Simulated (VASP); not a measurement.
A cell of Pd2TbGe2 (space group I4/mmm) near equilibrium:

```xyz
5
Lattice="-2.0953 2.0953 5.0540 2.0953 -2.0953 5.0540 2.0953 2.0953 -5.0540" Properties=species:S:1:pos:R:3 pbc="T T T"
Tb     2.0953     2.0953     5.0540
Ge     0.0000     0.0000     6.2561
Ge     2.0953     2.0953    -1.2021
Pd     0.0000     2.0953     2.5270
Pd     2.0953     0.0000     2.5270
```

Level of theory: PBEsol GGA, VASP's PBE PAW potentials (set 64) (plane waves; VASP 6.6.1).

The 4f electrons are frozen in the core of the lanthanide potential, so 4f levels, which can set the real gap, and their magnetism are missing.

```csv
run,ΔE (meV/atom),σxx,σyy,σzz,"largest shear component, with its sign (GPa)",largest force (eV/Å)
as it is,0.0,0.52,0.52,0.38,0.00,0.013
after one change,0.3,0.79,0.22,0.36,0.00,0.139
```
Stress is in GPa, positive when the cell is compressed.

Question: Which change was made?
A) biaxial strain of +2.0 % in the xy plane
B) isotropic strain of -1.0 % with the ions relaxed
C) atom 1 (Tb) moved by 0.200 Å along x
D) atom 5 (Pd) moved by 0.025 Å along z

Answer: D, atom 5 (Pd) moved by 0.025 Å along z

The structure comes from a computed database's Pd2TbGe2 entry (I4/mmm); how it stands against other phases isn't given here. The electron count is odd and the run is not spin-polarised, which forces a metal.
